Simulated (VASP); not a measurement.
Method: PBE GGA, VASP's PBE PAW potentials (set 64) (plane waves; VASP).

Input for VASP

**KPOINTS**
```
Automatic mesh
0
Gamma
7 7 7
0 0 0
```

### INCAR
```
# general
SYSTEM   =  HfO2
PREC     =  Accurate
ENCUT    =  450
LREAL    =  .False.   # projection in real space or not
LASPH    =  .True.   # aspherical one-centre terms

# electronic loop
EDIFF    =  1E-6   # SCF stop (eV)
NELM     =  100   # most electronic steps
ALGO     =  Normal
LMAXMIX  =  6   # l cut-off of mixed one-centre charges

# smearing
ISMEAR   =  0   # Gaussian
SIGMA    =  0.05

# functional
GGA      =  PE   # PBE

# ions
ISIF     =  2

# output
LWAVE    =  .False.
LCHARG   =  .False.
```

File POSCAR:
```
HfO2
2.599480
  0.0000000000   1.0000000000   0.9637689076
  0.9882334159   0.0000000000   0.9637689076
  0.9882334159   1.0000000000   0.0000000000
Hf O
1 2
Cart
  0.0000000000   0.0000000000   0.0000000000
  0.4941167080   0.5000000000   0.4818844538
  1.5117619268   1.5000000000   1.4456533614
```

POTCAR, in this order: Hf_pv O (PBE.64 set). Program: vasp_std.

What VASP printed:

OSZICAR:
```
       N       E                     dE             d eps       ncg     rms          rms(c)
DAV:   1     0.894439453793E+02    0.89444E+02   -0.11968E+04  3023   0.129E+03
DAV:   2    -0.326705675345E+02   -0.12211E+03   -0.11874E+03  3918   0.299E+02
DAV:   3    -0.359951239620E+02   -0.33246E+01   -0.33225E+01  3875   0.498E+01
DAV:   4    -0.360131455124E+02   -0.18022E-01   -0.18020E-01  3798   0.398E+00
DAV:   5    -0.360133102694E+02   -0.16476E-03   -0.16475E-03  3854   0.338E-01    0.458E+01
DAV:   6    -0.303293405983E+02    0.56840E+01   -0.30625E+01  3434   0.383E+01    0.415E+01
DAV:   7    -0.302224130824E+02    0.10693E+00   -0.80206E-01  3735   0.822E+00    0.284E+01
DAV:   8    -0.301942590221E+02    0.28154E-01   -0.26607E-01  3896   0.529E+00    0.609E+00
DAV:   9    -0.301814291933E+02    0.12830E-01   -0.48225E-02  3784   0.198E+00    0.166E+00
DAV:  10    -0.301815294811E+02   -0.10029E-03   -0.47056E-03  4066   0.532E-01    0.298E-01
DAV:  11    -0.301814995627E+02    0.29918E-04   -0.30576E-04  3588   0.142E-01    0.213E-01
DAV:  12    -0.301815137018E+02   -0.14139E-04   -0.52181E-05  3973   0.547E-02    0.547E-02
DAV:  13    -0.301815145600E+02   -0.85816E-06   -0.22738E-06  3494   0.117E-02
   1 F= -.30181515E+02 E0= -.30181515E+02  d E =-.283215E-14
```

### OUTCAR
```
------------------------ aborting loop because EDIFF is reached ----------------------------------------
  FORCE on cell =-STRESS in cart. coord.  units (eV):
  Direction    XX          YY          ZZ          XY          YZ          ZX
  --------------------------------------------------------------------------------------
  Total       -1.7470050     -2.9783197      0.4735608      0.0000000      0.4173457      0.0000000
  in kB      -83.6532538   -142.6132948     22.6758951      0.0000000     19.9841045      0.0000000
  external PRESSURE =     -67.8635512 kB  Pullay stress =       0.0000000 kB
  volume of cell :       33.46
      direct lattice vectors                 reciprocal lattice vectors
     0.000000000  2.599480000  2.505298000    -0.194636367  0.192346162  0.199577056
     2.568893000  0.000000000  2.505298000     0.194636367 -0.192346162  0.199577056
     2.568893000  2.599480000  0.000000000     0.194636367  0.192346162 -0.199577056
 POSITION                                       TOTAL-FORCE (eV/Angst)
 -----------------------------------------------------------------------------------
      0.00000      0.00000      0.00000         0.144430      0.000000      0.000000
      1.28445      1.29974      1.25265         0.592782      0.000000      0.000000
      3.92979      3.89922      3.75795        -0.737211      0.000000      0.000000
 -----------------------------------------------------------------------------------
    total drift:                               -0.000310      0.000000     -0.000000
  FREE ENERGIE OF THE ION-ELECTRON SYSTEM (eV)
  ---------------------------------------------------
  free  energy   TOTEN  =       -30.1815145600 eV

  energy  without entropy=      -30.1815145600  energy(sigma->0) =      -30.18151456
```
(Selected blocks of OUTCAR.)

At this cut-off the stress carries a Pulay error, which pulls relaxed volumes low.

The compound is HfO2 in the fluorite structure, the high-temperature cubic form, which is unstable at 0 K; the monoclinic form is the stable one. The cell was not relaxed at this level, atoms are displaced from their ideal sites. The run is one of a series of settings (ENCUT = 450 against the base run), some of them coarse on purpose.
